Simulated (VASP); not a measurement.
```
AuZn
1.0
    3.15000     0.00000     0.00000
    0.00000     3.15000     0.00000
    0.00000     0.00000     3.15000
Zn Au
1 1
Cartesian
  1.57500   1.57500   1.57500
  0.00000   0.00000   0.00000
```

Computed with PBE GGA, VASP's PBE PAW potentials (set 64) (plane waves; VASP). Numerical set-up: 400 eV cut-off, 8×8×8 Γ-centred mesh, first-order Methfessel-Paxton smearing of 0.10 eV, potentials Zn Au.

Q: Give the stress tensor in GPa (positive for a compressed cell).

A: 
```
4.47  0.00  0.00
0.00  4.47  0.00
0.00  0.00  4.47
```
The pressure is its mean diagonal, 4.47 GPa.

The compound is AuZn in the CsCl type structure. The cell was not relaxed at this level. The run is one of a series of settings (KPOINTS 8×8×8 Γ-centred mesh against the base run), some of them coarse on purpose. The electron count is odd and the run is not spin-polarised, which forces a metal.
